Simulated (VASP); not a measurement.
Method: PBEsol GGA, VASP's PBE PAW potentials (set 64) (plane waves; VASP).

A VASP calculation is set up with these files.

### POSCAR
```
Ge
1.0
  0.0000000000   2.8319471217   2.8319471217
  2.8319471217   0.0000000000   2.8319471217
  2.8319471217   2.8319471217   0.0000000000
Ge
2
Direct
  0.0000000000   0.0000000000   0.0000000000
  0.2500000000   0.2500000000   0.2500000000
```

File KPOINTS:
```
Automatic mesh
0
Gamma
10 10 10
0 0 0
```

INCAR:
```
SYSTEM = Ge
PREC = Accurate
ENCUT = 400
EDIFF = 1E-8
NELM = 100
ALGO = Normal
LREAL = .FALSE.
LASPH = .TRUE.
ISMEAR = 1
SIGMA = 0.1
GGA = PS
LMAXMIX = 4
LWAVE = .FALSE.
LCHARG = .FALSE.
IBRION = 1
ISIF = 2
NSW = 30
EDIFFG = -0.001
```

POTCAR, in this order: Ge_d (PBE.64 set). Program: vasp_std.

The run wrote:

### OUTCAR
```
 ion  position               nearest neighbor table
   1  0.000  0.000  0.000-   2 2.45   2 2.45   2 2.45   2 2.45
   2  0.250  0.250  0.250-   1 2.45   1 2.45   1 2.45   1 2.45
  LATTYP: Found a face centered cubic cell.
 ALAT       =     5.6638942434
 Subroutine PRICEL returns:
 Original cell was already a primitive cell.
 Subroutine GETGRP returns: Found 48 space group operations
The static configuration has the point symmetry T_d .
 The point group associated with its full space group is O_h .
The dynamic configuration has the point symmetry T_d .
 Subroutine INISYM returns: Found 48 space group operations
 Subroutine IBZKPT returns following result:
 Found     47 irreducible k-points:

 Following reciprocal coordinates:
            Coordinates               Weight
  0.000000  0.000000  0.000000      1.000000
  0.100000  0.000000  0.000000      8.000000
  0.200000  0.000000  0.000000      8.000000
  0.300000  0.000000  0.000000      8.000000
  0.400000  0.000000  0.000000      8.000000
  0.500000  0.000000  0.000000      4.000000
  0.100000  0.100000  0.000000      6.000000
  0.200000  0.100000  0.000000     24.000000
  0.300000  0.100000  0.000000     24.000000
  0.400000  0.100000  0.000000     24.000000
  0.500000  0.100000  0.000000     24.000000
 -0.400000  0.100000  0.000000     24.000000
 -0.300000  0.100000  0.000000     24.000000
 -0.200000  0.100000  0.000000     24.000000
 -0.100000  0.100000  0.000000     12.000000
  0.200000  0.200000  0.000000      6.000000
  0.300000  0.200000  0.000000     24.000000
  0.400000  0.200000  0.000000     24.000000
  0.500000  0.200000  0.000000     24.000000
 -0.400000  0.200000  0.000000     24.000000
 -0.300000  0.200000  0.000000     24.000000
 -0.200000  0.200000  0.000000     12.000000
  0.300000  0.300000  0.000000      6.000000
...
```

File OSZICAR:
```
       N       E                     dE             d eps       ncg     rms          rms(c)
DAV:   1     0.146344110522E+03    0.14634E+03   -0.13405E+04  1726   0.368E+03
DAV:   2     0.851163169843E+01   -0.13783E+03   -0.13595E+03  1708   0.471E+02
DAV:   3    -0.948206295293E+01   -0.17994E+02   -0.17878E+02  1856   0.136E+02
DAV:   4    -0.100110024664E+02   -0.52894E+00   -0.52779E+00  1928   0.273E+01
DAV:   5    -0.100200549316E+02   -0.90525E-02   -0.90516E-02  1918   0.366E+00    0.325E+00
DAV:   6    -0.992068722796E+01    0.99368E-01   -0.38187E-02  2020   0.261E+00    0.187E+00
DAV:   7    -0.986939323575E+01    0.51294E-01   -0.74055E-02  1746   0.281E+00    0.159E-01
DAV:   8    -0.987044337198E+01   -0.10501E-02   -0.78599E-03  1910   0.142E+00    0.491E-02
DAV:   9    -0.987054930443E+01   -0.10593E-03   -0.31703E-04  1974   0.306E-01    0.138E-02
DAV:  10    -0.987055925002E+01   -0.99456E-05   -0.22601E-05  1896   0.569E-02    0.548E-03
DAV:  11    -0.987056083537E+01   -0.15854E-05   -0.23528E-06  2024   0.133E-02    0.113E-03
DAV:  12    -0.987056067026E+01    0.16512E-06   -0.41058E-07  2132   0.131E-02    0.322E-04
DAV:  13    -0.987056062471E+01    0.45540E-07   -0.99744E-09  1394   0.982E-04    0.104E-04
DAV:  14    -0.987056060221E+01    0.22502E-07   -0.48406E-09   910   0.143E-03    0.113E-05
DAV:  15    -0.987056060232E+01   -0.10459E-09   -0.70261E-10   882   0.288E-04
   1 F= -.98705606E+01 E0= -.98705699E+01  d E =-.987056E+01
```

**OUTCAR**
```
------------------------ aborting loop because EDIFF is reached ----------------------------------------
  FORCE on cell =-STRESS in cart. coord.  units (eV):
  Direction    XX          YY          ZZ          XY          YZ          ZX
  --------------------------------------------------------------------------------------
  Total       -0.0013481     -0.0013481     -0.0013481      0.0000000      0.0000000      0.0000000
  in kB       -0.0475511     -0.0475511     -0.0475511      0.0000000      0.0000000      0.0000000
  external PRESSURE =      -0.0475511 kB  Pullay stress =       0.0000000 kB
  volume of cell :       45.42
      direct lattice vectors                 reciprocal lattice vectors
     0.000000000  2.831947122  2.831947122    -0.176556969  0.176556969  0.176556969
     2.831947122  0.000000000  2.831947122     0.176556969 -0.176556969  0.176556969
     2.831947122  2.831947122  0.000000000     0.176556969  0.176556969 -0.176556969
 POSITION                                       TOTAL-FORCE (eV/Angst)
 -----------------------------------------------------------------------------------
      0.00000      0.00000      0.00000        -0.000000     -0.000000     -0.000000
      1.41597      1.41597      1.41597         0.000000      0.000000      0.000000
 -----------------------------------------------------------------------------------
    total drift:                                0.000000      0.000000      0.000000
  FREE ENERGIE OF THE ION-ELECTRON SYSTEM (eV)
  ---------------------------------------------------
  free  energy   TOTEN  =        -9.8705606023 eV

  energy  without entropy=       -9.8705886230  energy(sigma->0) =       -9.87056994

 reached required accuracy - stopping structural energy minimisation
```
(Selected blocks of OUTCAR.)

The compound is Ge in the diamond structure. It was relaxed first. The start is the result of an earlier pass.
